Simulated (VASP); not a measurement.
```xyz
2
Lattice="4.2099 0.0000 0.0000 0.0000 4.2099 0.0000 0.0000 0.0000 4.2099" Properties=species:S:1:pos:R:3 pbc="T T T"
Cs     0.0000     0.0000     0.0000
Cl     2.1049     2.1049     2.1049
```

Computed with PBE GGA, VASP's PBE PAW potentials (set 64) (plane waves; VASP). Numerical set-up: 520 eV cut-off, 6×6×6 Γ-centred mesh, Gaussian smearing of 0.050 eV, potentials Cs_sv Cl.

Unless said otherwise, spin-orbit coupling is left out, though it shifts the bands of the heavy elements here.

Q: Predict the energy per atom (σ→0), band gap (on the k-mesh) with the smallest direct gap where there is one.

A: 
```
Quantity                                     Result
-----------------------------------  --------------
band gap (on the k-mesh)                    4.99 eV
smallest direct gap (on the k-mesh)         4.99 eV
energy per atom (σ→0)                -3.271 eV/atom
```

Total energies compare only between runs with the same potentials, cut-off and functional.

The compound is CsCl in the CsCl type structure. It was relaxed first, which changed the volume by +7 %.
